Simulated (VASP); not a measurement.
# Al32C (a cell with a defect) in VASP: notebook

The runs below take Al32C (a cell with a defect) through single point, with LDA.

Everything below comes from runs of VASP 6.6.1. Logs are shortened: lines on timing, memory, paths and dates and some standing lists are left out, and cuts for length are marked.

### Step 1. The structure

The cell holds a defect, 33 atoms: a = 8.100 Å, b = 8.100 Å, c = 8.100 Å, α = 90.00°, β = 90.00°, γ = 90.00°.

The cell was built by a generator and needn't be a form met in nature.

### Step 2. Single point, LDA

INCAR

```
SYSTEM = Al32C
ALGO = Fast ; EDIFF = 1E-6
ENCUT = 520 ; GGA = CA
ISIF = 2 ; ISMEAR = 0
LASPH = .True. ; LCHARG = .True.
LELF = .True. ; LREAL = Auto
LVHAR = .True. ; LWAVE = .False.
NBANDS = 72 ; NELM = 100
PREC = Accurate ; SIGMA = 0.15
```

KPOINTS

```
k-points
0
Gamma
  2 2 2
  0 0 0
```

POSCAR

```
Al32C
1.0
    8.1000000000      0.0000000000      0.0000000000
    0.0000000000      8.1000000000      0.0000000000
    0.0000000000      0.0000000000      8.1000000000
Al C
32 1
Direct
    0.4962477921     -0.0035686328      0.0019367134
    0.7534811002      0.2536730508      0.0019440348
    0.7534718174     -0.0035548764      0.2478058589
    0.0042950833      0.0010075900      0.0043215873
    0.2454787593      0.2491105936      0.0043029745
    0.5008004237      0.5044464097      0.0043028615
    0.7489048025      0.7456337476      0.0043165807
    0.2454871844      0.0010030775      0.2455134748
    0.4962584222      0.2536623344      0.2478269049
    0.7489075466      0.5044458517      0.2455044416
    0.4859735464     -0.0138604777      0.4860036535
    0.7638281907      0.2639708316      0.4859812086
    0.7638514446     -0.0139091341      0.7638719202
    0.0023511788      0.5025429051      0.0023804507
    0.2473781464      0.7475664829      0.0023794232
    0.0042810441      0.2491111283      0.2455001540
    0.2473846838      0.5025373464      0.2474117916
    0.5008032166      0.7456587353      0.2455161725
    0.0019068122     -0.0035700772      0.4962729060
    0.2477914180      0.2536609364      0.4962872439
    0.4962557248      0.5021072722      0.4962831293
    0.7534797917      0.7479975831      0.4962789158
    0.2477723744     -0.0035538625      0.7535002911
    0.4859602075      0.2639618601      0.7638388953
    0.7534730005      0.5021312913      0.7535026360
    0.0023507769      0.7475657862      0.2474050982
    0.0042819234      0.5044519902      0.5008310230
    0.2454891003      0.7456575941      0.5008341698
    0.0019115691      0.2536751749      0.7535131841
    0.2454807871      0.5044432061      0.7489393142
    0.4962515803      0.7480002145      0.7535103420
    0.0042916035      0.7456322613      0.7489357814
    0.6249259472      0.1250388051      0.6249379634
```

Potentials or basis: VASP PAW LDA potentials, release 64 (Al, C).

Command:

```console
$ cat potpaw_LDA.64/Al/POTCAR potpaw_LDA.64/C/POTCAR > POTCAR
$ mpirun -np 1 vasp_std > vasp.out
```

OUTCAR:

```text
SYSTEM = Al32C
   EDIFF = 1E-6
   ENCUT = 520
   GGA = CA
   ISIF = 2
   ISMEAR = 0
   LASPH = .True.
   LREAL = Auto
   NELM = 100
   PREC = Accurate

 ion  position               nearest neighbor table
   1  0.496  0.996  0.002-   8 2.83  18 2.83  31 2.85  23 2.85  15 2.85   3 2.88   9 2.88   5 2.88
                             7 2.88  24 2.90  13 2.90   2 2.95
   2  0.753  0.254  0.002-  10 2.83  16 2.83  29 2.85  25 2.85  14 2.85   3 2.88   9 2.88   6 2.88
                             4 2.88  24 2.90  13 2.90   1 2.95
   3  0.753  0.996  0.248-   7 2.83   4 2.83  19 2.85  22 2.85  26 2.85   2 2.88   1 2.88  18 2.88
                            16 2.88  11 2.90  12 2.90   9 2.95
   4  0.004  0.001  0.004-  13 2.76   8 2.76  16 2.80   5 2.80  23 2.83   3 2.83  15 2.84  26 2.84
                            29 2.88   2 2.88  32 2.93   7 2.93
   5  0.245  0.249  0.004-  24 2.76  16 2.76   4 2.80   8 2.80   9 2.83  29 2.83  17 2.84  14 2.84
                             1 2.88  23 2.88   6 2.92  30 2.93
   6  0.501  0.504  0.004-  24 2.76  18 2.76   7 2.80  10 2.80   9 2.83  31 2.83  17 2.84  15 2.84
                             2 2.88  25 2.88   5 2.92  30 2.92
   7  0.749  0.746  0.004-  13 2.76  10 2.76   6 2.80  18 2.80   3 2.83  25 2.83  26 2.84  14 2.84
                             1 2.88  31 2.88   4 2.93  32 2.93
   8  0.245  0.001  0.246-  11 2.76   4 2.76  16 2.80   5 2.80   1 2.83  19 2.83  15 2.84  26 2.84
                             9 2.88  20 2.88  18 2.92  28 2.92
   9  0.496  0.254  0.248-   5 2.83   6 2.83  21 2.85  20 2.85  17 2.85   2 2.88   1 2.88   8 2.88
[... 32 lines left out ...]
                            27 2.88  24 2.90  12 2.90  21 2.95
  26  0.002  0.748  0.247-  14 2.81  15 2.81  17 2.81   4 2.84   7 2.84  27 2.84  10 2.84  28 2.84
                             8 2.84  19 2.85  22 2.85   3 2.85
  27  0.004  0.504  0.501-  12 2.76  28 2.76  32 2.80  30 2.80  20 2.83  22 2.83  17 2.84  26 2.84
                            29 2.88  25 2.88  16 2.92  10 2.93
  28  0.245  0.746  0.501-  11 2.76  27 2.76  32 2.80  30 2.80  21 2.83  19 2.83  17 2.84  26 2.84
                            31 2.88  23 2.88  18 2.92   8 2.92
  29  0.002  0.254  0.754-  30 2.83   5 2.83   2 2.85  25 2.85  14 2.85  23 2.88  20 2.88  27 2.88
                             4 2.88  12 2.90  13 2.90  19 2.95
  30  0.245  0.504  0.749-  24 2.76  32 2.76  27 2.80  28 2.80  31 2.83  29 2.83  15 2.84  14 2.84
                            21 2.88  20 2.88   6 2.92   5 2.93
  31  0.496  0.748  0.754-  30 2.83   6 2.83   1 2.85  23 2.85  15 2.85  25 2.88  21 2.88  28 2.88
                             7 2.88  11 2.90  13 2.90  22 2.95
  32  0.004  0.746  0.749-  13 2.76  30 2.76  27 2.80  28 2.80  23 2.83  25 2.83  15 2.84  14 2.84
                            19 2.88  22 2.88   4 2.93   7 2.93
  33  0.625  0.125  0.625-  11 1.95  24 1.95  12 1.95  13 1.95

  LATTYP: Found a simple cubic cell.
 ALAT       =     8.1000000000

  Lattice vectors:

 A1 = (   8.1000000000,   0.0000000000,   0.0000000000)
 A2 = (   0.0000000000,   8.1000000000,   0.0000000000)
 A3 = (   0.0000000000,   0.0000000000,   8.1000000000)

Analysis of symmetry for initial positions (statically):
=====================================================================
 Subroutine PRICEL returns:
 Original cell was already a primitive cell.

 Routine SETGRP: Setting up the symmetry group for a
 simple cubic supercell.

 Subroutine GETGRP returns: Found  1 space group operations
 (whereof  1 operations were pure point group operations)
 out of a pool of 48 trial point group operations.

The static configuration has the point symmetry C_1 .

Analysis of symmetry for dynamics (positions and initial velocities):
=====================================================================
 Subroutine PRICEL returns:
 Original cell was already a primitive cell.

 Routine SETGRP: Setting up the symmetry group for a
 simple cubic supercell.

 Subroutine GETGRP returns: Found  1 space group operations
 (whereof  1 operations were pure point group operations)
 out of a pool of 48 trial point group operations.

The dynamic configuration has the point symmetry C_1 .

 Subroutine INISYM returns: Found  1 space group operations
 (whereof  1 operations are pure point group operations),
 and found     1 'primitive' translations

----------------------------------------------------------------------------------------

                                     Primitive cell

  volume of cell :     531.4410

  direct lattice vectors                    reciprocal lattice vectors
     8.100000000  0.000000000  0.000000000     0.123456790  0.000000000  0.000000000
     0.000000000  8.100000000  0.000000000     0.000000000  0.123456790  0.000000000
     0.000000000  0.000000000  8.100000000     0.000000000  0.000000000  0.123456790

  length of vectors
[... 86 lines left out ...]
     0.000000000  0.000000000  0.061728395     0.000000000  0.000000000  0.500000000

  Length of vectors
     0.061728395  0.061728395  0.061728395

  Shift w.r.t. Gamma in fractional coordinates (k-lattice)
     0.000000000  0.000000000  0.000000000

 Subroutine IBZKPT returns following result:
 ===========================================

 Found      8 irreducible k-points:

 Following reciprocal coordinates:
            Coordinates               Weight
  0.000000  0.000000  0.000000      1.000000
  0.500000  0.000000  0.000000      1.000000
  0.000000  0.500000  0.000000      1.000000
  0.000000  0.000000  0.500000      1.000000
  0.500000  0.500000  0.000000      1.000000
  0.000000  0.500000  0.500000      1.000000
  0.500000  0.000000  0.500000      1.000000
  0.500000  0.500000  0.500000      1.000000
   k-points           NKPTS =      8   k-points in BZ     NKDIM =      8   number of bands    NBANDS=     72
   number of dos      NEDOS =    301   number of ions     NIONS =     33
   total plane-waves  NPLWV = 216000
   dimension x,y,z NGX =    60 NGY =   60 NGZ =   60
   dimension x,y,z NGXF=   120 NGYF=  120 NGZF=  120
   ions per type =              32   1
   NGX,Y,Z   is equivalent  to a cutoff of  12.31, 12.31, 12.31 a.u.
   NGXF,Y,Z  is equivalent  to a cutoff of  24.63, 24.63, 24.63 a.u.
 SYSTEM =  Al32C
   PREC   = accura    normal or accurate (medium, high low for compatibility)
   ISTART =      0    job   : 0-new  1-cont  2-samecut
   ICHARG =      2    charge: 1-file 2-atom 10-const
   ISPIN  =      1    spin polarized calculation?
   LNONCOLLINEAR =      F non collinear calculations
   LSORBIT =      F    spin-orbit coupling
   LASPH  =      T    aspherical Exc in radial PAW
   ENCUT  =  520.0 eV  38.22 Ry    6.18 a.u.  15.06 15.06 15.06*2*pi/ulx,y,z
   NELM   =    100;   NELMIN=  2; NELMDL= -5     # of ELM steps
   EDIFF  = 0.1E-05   stopping-criterion for ELM
   LREAL  =      T    real-space projection
   EDIFFG = 0.1E-04   stopping-criterion for IOM
   NSW    =      0    number of steps for IOM
   IBRION =     -1    ionic relax: 0-MD 1-quasi-New 2-CG
   NFREE  =      0    steps in history (QN), initial steepest desc. (CG)
   ISIF   =      2    stress and relaxation
   ISYM   =      2    0-nonsym 1-usesym 2-fastsym
   POTIM  = 0.5000    time-step for ionic-motion
   TEBEG  =    0.0;   TEEND  =   0.0 temperature during run
   PSTRESS=    0.0 pullay stress
   NELECT =     100.0000    total number of electrons
   NUPDOWN=      -1.0000    fix difference up-down
   EMIN   =  10.00;   EMAX   =-10.00  energy-range for DOS
   EFERMI =   0.00;   METHOD = LEGACY
   ISMEAR =     0;   SIGMA  =   0.15  broadening in eV -4-tet -1-fermi 0-gaus
   EFERMI_NEDOS =   21; number of points for ismear=-14 and -15
   IALGO  =     68    algorithm
   IMIX   =      4    mixing-type and parameters
     AMIX     =   0.40;   BMIX     =  1.00
     AMIX_MAG =   1.60;   BMIX_MAG =  1.00
  volume/ion in A,a.u.               =      16.10       108.68
  Fermi-wavevector in a.u.,A,eV,Ry     =   0.938116  1.772782 11.973962  0.880061
  Thomas-Fermi vector in A             =   2.065295
   LORBIT       =      0    0 simple, 1 ext, 2 COOP (PROOUT), +10 PAW based schemes
   GGA     = CA    functional components
   LHFCALC =     F    Hartree Fock is set to
   AEXX    =    0.0000 exact exchange contribution
   IVDW    =     0    specifies the selected vdW correction
   LEPSILON=     F    determine dielectric tensor
   LRPA    =     F    only Hartree local field effects (RPA)
 non-spin polarized calculation
 RMM-DIIS sequential band-by-band and
 Gauss-broadening in eV      SIGMA  =   0.15
  energy-cutoff  :      520.00
  volume of cell :      531.44
 maximum number of plane-waves:     14400
   NGX = 31   NGY = 31   NGZ = 31

 number of electron     100.0000002 magnetization

 Free energy of the ion-electron system (eV)
  ---------------------------------------------------
  ext. energy  EPLUGINS =         0.00000000
  ---------------------------------------------------
  free energy    TOTEN  =      -142.60910825 eV

  energy without entropy =     -142.46934758  energy(sigma->0) =     -142.53922791

 E-fermi :   7.4765     XC(G=0): -10.3879

 val. band max:        7.4195489856   @ k =   0.0000   0.5000   0.0000
 cond. band min:       7.5827723313   @ k =   0.0000   0.5000   0.5000
 fundamental gap:      0.1632233457
 Fermi energy:         7.4765355997

 k-point     1 :       0.0000    0.0000    0.0000
  band No.  band energies     occupation
      1      -4.2850      2.00000
      2      -2.8706      2.00000
      3      -1.1133      2.00000
      4      -1.1133      2.00000
      5      -1.1133      2.00000
      6      -1.0799      2.00000
[... 509 lines left out ...]
     61      11.0898      0.00000
     62      11.0910      0.00000
 [bands above 62 left out]

------------------------ aborting loop because EDIFF is reached ----------------------------------------

  FORCE on cell =-STRESS in cart. coord.  units (eV):
  Direction    XX          YY          ZZ          XY          YZ          ZX
  --------------------------------------------------------------------------------------
  -------------------------------------------------------------------------------------
  Total       -7.1670864     -7.1677858     -7.1674281      0.0020265      0.0019277     -0.0021917
  in kB      -21.6071837    -21.6092924    -21.6082139      0.0061093      0.0058117     -0.0066074
  external PRESSURE =     -21.6082300 kB  Pullay stress =       0.0000000 kB

 VOLUME and BASIS-vectors are now :
 -----------------------------------------------------------------------------
  energy-cutoff  :      520.00
  volume of cell :      531.44
      direct lattice vectors                 reciprocal lattice vectors
     8.100000000  0.000000000  0.000000000     0.123456790  0.000000000  0.000000000
     0.000000000  8.100000000  0.000000000     0.000000000  0.123456790  0.000000000
     0.000000000  0.000000000  8.100000000     0.000000000  0.000000000  0.123456790

 POSITION                                       TOTAL-FORCE (eV/Angst)
 -----------------------------------------------------------------------------------
      4.01961      8.07109      0.01569        -0.000366     -0.000403     -0.002879
      6.10320      2.05475      0.01575         0.000990      0.000915     -0.003025
      6.10312      8.07121      2.00723         0.000735     -0.000981      0.004317
      0.03479      0.00816      0.03500        -0.002443     -0.001917     -0.002116
      1.98838      2.01780      0.03485         0.000906      0.001861     -0.002409
      4.05648      4.08602      0.03485        -0.001586     -0.001065     -0.001775
[... 25 lines left out ...]
      0.03476      6.03962      6.06638        -0.002294      0.001441      0.001805
      5.06190      1.01281      5.06200        -0.000469      0.000228     -0.000419
 -----------------------------------------------------------------------------------
    total drift:                               -0.006663      0.003240     -0.004810

  FREE ENERGIE OF THE ION-ELECTRON SYSTEM (eV)
  ---------------------------------------------------
  free  energy   TOTEN  =      -142.6091082488 eV

  energy  without entropy=     -142.4693475778  energy(sigma->0) =     -142.53922791
```

Run time: 6.1 min. Hardware: 1 thread of Intel Xeon Platinum 8559C (Emerald Rapids), shared host; peak memory 0.45 GiB.

Results:

```
Free energy            : -142.6091 eV
Pressure               : -2.2 GPa
Largest force          : 0.037 eV/Å
Band gap on the k mesh : none (metal or under the smearing width)
```

Forces in eV/Å, atoms in the order of the input:
```
Al   0.000  0.000 -0.003
Al   0.001  0.001 -0.003
Al   0.001 -0.001  0.004
Al  -0.002 -0.002 -0.002
Al   0.001  0.002 -0.002
Al  -0.002 -0.001 -0.002
Al   0.002  0.002 -0.002
Al   0.002 -0.002  0.002
Al   0.000  0.001  0.004
Al   0.002 -0.002  0.002
Al  -0.021 -0.020 -0.022
Al   0.020  0.021 -0.021
Al   0.020 -0.020  0.020
Al  -0.003 -0.003 -0.003
Al   0.003  0.003 -0.003
Al  -0.002  0.002  0.001
Al   0.003 -0.004  0.004
Al  -0.002  0.002  0.001
Al  -0.003  0.000 -0.001
Al   0.005  0.001  0.000
Al   0.000 -0.004  0.000
Al   0.001  0.004 -0.001
Al   0.005 -0.001  0.001
Al  -0.021  0.021  0.020
Al   0.000 -0.004  0.001
Al  -0.003  0.003  0.003
Al  -0.002 -0.001 -0.002
Al   0.001  0.002 -0.002
Al  -0.003  0.001  0.001
Al   0.002 -0.002  0.002
Al  -0.001  0.003  0.001
Al  -0.002  0.001  0.002
C    0.000  0.000  0.000
```

Caveat: the k mesh is coarse (spacing up to 0.39 Å⁻¹), so the values aren't converged.

### Step 3. Single point, LDA

INCAR

```
PREC = Accurate ; ENCUT = 520
EDIFF = 1E-7 ; ISMEAR = 0
SIGMA = 0.15 ; LREAL = Auto
LASPH = True ; NELM = 60
ALGO = Fast ; ISIF = 2
LWAVE = False ; LCHARG = False
GGA = CA ; NBANDS = 72
```

KPOINTS

```
regular mesh
0
Gamma
  2 2 2
```

POSCAR

```
Al32C
1.0
    8.1000000000      0.0000000000      0.0000000000
    0.0000000000      8.1000000000      0.0000000000
    0.0000000000      0.0000000000      8.1000000000
Al C
32 1
Direct
    0.5000000000      0.0000000000      0.0000000000
    0.7500000000      0.2500000000      0.0000000000
    0.7500000000      0.0000000000      0.2500000000
    0.0000000000      0.0000000000      0.0000000000
    0.2500000000      0.2500000000      0.0000000000
    0.5000000000      0.5000000000      0.0000000000
    0.7500000000      0.7500000000      0.0000000000
    0.2500000000      0.0000000000      0.2500000000
    0.5000000000      0.2500000000      0.2500000000
    0.7500000000      0.5000000000      0.2500000000
    0.5000000000      0.0000000000      0.5000000000
    0.7500000000      0.2500000000      0.5000000000
    0.7500000000      0.0000000000      0.7500000000
    0.0000000000      0.5000000000      0.0000000000
    0.2500000000      0.7500000000      0.0000000000
    0.0000000000      0.2500000000      0.2500000000
    0.2500000000      0.5000000000      0.2500000000
    0.5000000000      0.7500000000      0.2500000000
    0.0000000000      0.0000000000      0.5000000000
    0.2500000000      0.2500000000      0.5000000000
    0.5000000000      0.5000000000      0.5000000000
    0.7500000000      0.7500000000      0.5000000000
    0.2500000000      0.0000000000      0.7500000000
    0.5000000000      0.2500000000      0.7500000000
    0.7500000000      0.5000000000      0.7500000000
    0.0000000000      0.7500000000      0.2500000000
    0.0000000000      0.5000000000      0.5000000000
    0.2500000000      0.7500000000      0.5000000000
    0.0000000000      0.2500000000      0.7500000000
    0.2500000000      0.5000000000      0.7500000000
    0.5000000000      0.7500000000      0.7500000000
    0.0000000000      0.7500000000      0.7500000000
    0.6208070000      0.1266770000      0.6216911000
```

Potentials or basis: VASP PAW LDA potentials, release 64 (Al, C).

Command:

```console
$ cat potpaw_LDA.64/Al/POTCAR potpaw_LDA.64/C/POTCAR > POTCAR
$ mpirun -np 1 vasp_std > vasp.out
```

Wall time 7.2 min (1 thread of Intel Xeon Platinum 8559C (Emerald Rapids), shared host); peak memory 0.45 GiB.

It converged, with:

| Item | Value |
| --- | --- |
| Free energy | -141.0561 eV |
| Pressure | -0.2 GPa |
| Largest force | 4.816 eV/Å |
| Band gap on the k mesh | none (metal or under the smearing width) |

Forces on the atoms (eV/Å):
```
Al  -0.096 -0.104  0.147
Al   0.104  0.096  0.147
Al   0.118 -0.115 -0.182
Al   0.107  0.113  0.107
Al  -0.098 -0.117  0.096
Al   0.115  0.099  0.098
Al  -0.115 -0.106  0.106
Al  -0.093  0.122 -0.093
Al  -0.115  0.119 -0.182
Al  -0.120  0.096 -0.097
Al  -2.729 -2.863 -2.749
Al   2.474  2.361 -2.330
Al   1.759 -1.725  1.747
Al   0.100  0.104  0.100
Al  -0.107 -0.102  0.101
Al   0.098 -0.116 -0.099
Al  -0.108  0.107 -0.107
Al   0.117 -0.095 -0.096
Al   0.143 -0.101 -0.094
Al  -0.186  0.121 -0.118
Al  -0.113  0.173 -0.114
Al   0.109 -0.156 -0.099
Al  -0.187 -0.117  0.120
Al  -2.452  2.504  2.605
Al   0.113  0.174  0.111
Al   0.100 -0.102 -0.106
Al   0.099  0.100  0.115
Al  -0.095 -0.094  0.117
Al   0.142  0.094  0.101
Al  -0.095  0.095 -0.121
Al  -0.099 -0.156  0.109
Al   0.106 -0.106 -0.114
C    1.005 -0.305  0.774
```

Stress tensor (GPa, compression positive):
```
-0.19  0.27 -0.12
 0.27 -0.17  0.35
-0.12  0.35 -0.18
```

Levels at points of the mesh, in eV from the Fermi level:
```
           k point  band 46  band 47  band 48  band 49  band 50  band 51  band 52  band 53
(0.00, 0.00, 0.00)    -0.24    -0.24    -0.24     0.55     0.55     0.55     0.78     0.79
(0.50, 0.00, 0.00)    -0.27    -0.24    -0.23    -0.02     0.02     0.02     0.05     0.44
(0.00, 0.50, 0.00)    -0.27    -0.23    -0.23    -0.02     0.02     0.02     0.05     0.45
(0.00, 0.00, 0.50)    -0.27    -0.23    -0.23    -0.02     0.02     0.02     0.05     0.44
(0.50, 0.50, 0.00)    -0.28    -0.25    -0.14    -0.01    -0.01     0.59     0.82     1.13
(0.00, 0.50, 0.50)    -0.28    -0.25    -0.14    -0.01    -0.01     0.59     0.82     1.13
(0.50, 0.00, 0.50)    -0.27    -0.26    -0.14    -0.01    -0.01     0.59     0.82     1.13
(0.50, 0.50, 0.50)    -0.43    -0.42    -0.42    -0.42    -0.42    -0.41    -0.41    -0.41
```

Caveat: the k mesh is coarse (spacing up to 0.39 Å⁻¹), so the values aren't converged.

(Part 1 of 2 ends here.)
